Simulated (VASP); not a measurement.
All values below come from PBE GGA with D3 dispersion (zero damping), VASP's PBE PAW potentials (set 64) (plane waves; VASP 6.6.1).

The input files of a VASP run:

INCAR:
```
ALGO = Normal
EDIFF = 1E-7
ENCUT = 520
GGA = PE
ICHARG = 11
ISMEAR = 0
IVDW = 11
LASPH = T
LCHARG = F
LMAXMIX = 6
LORBIT = 11
LREAL = F
LWAVE = F
NELM = 100
PREC = Accurate
SIGMA = 0.05
SYSTEM = GdN
```

### KPOINTS
```
k-points along high-symmetry lines
15
Line-mode
Reciprocal
  0.000000   0.000000   0.000000 ! GAMMA
  0.500000   0.000000   0.500000 ! X

  0.500000   0.000000   0.500000 ! X
  0.625000   0.250000   0.625000 ! U

  0.375000   0.375000   0.750000 ! K
  0.000000   0.000000   0.000000 ! GAMMA

  0.000000   0.000000   0.000000 ! GAMMA
  0.500000   0.500000   0.500000 ! L

  0.500000   0.500000   0.500000 ! L
  0.500000   0.250000   0.750000 ! W

  0.500000   0.250000   0.750000 ! W
  0.500000   0.000000   0.500000 ! X
```

POSCAR:
```
GdN
1
    0.0000000000     2.4695410556     2.4695410556
    2.4695410556     0.0000000000     2.4695410556
    2.4695410556     2.4695410556     0.0000000000
Gd N
1 1
Direct
  0.0000000000   0.0000000000   0.0000000000
  0.5000000000   0.5000000000   0.5000000000
```

POTCAR, in this order: Gd_3 N (PBE.64 set). Program: vasp_std. Read from the step before: CHGCAR.

What will the output report for the number of irreducible k-points (NKPTS), largest plane-wave count, number of space-group operations, FFT grid (NGX, NGY, NGZ)?

```yaml
number of irreducible k-points (NKPTS): 90
largest_plane_wave_count: 869
number_of_space_group_operations: 48
FFT grid (NGX, NGY, NGZ): 28 × 28 × 28
```

The compound is GdN in the rock salt structure. It was relaxed first. The 4f electrons are frozen in the core of the lanthanide potential, so 4f levels, which can set the real gap, and their magnetism are missing.
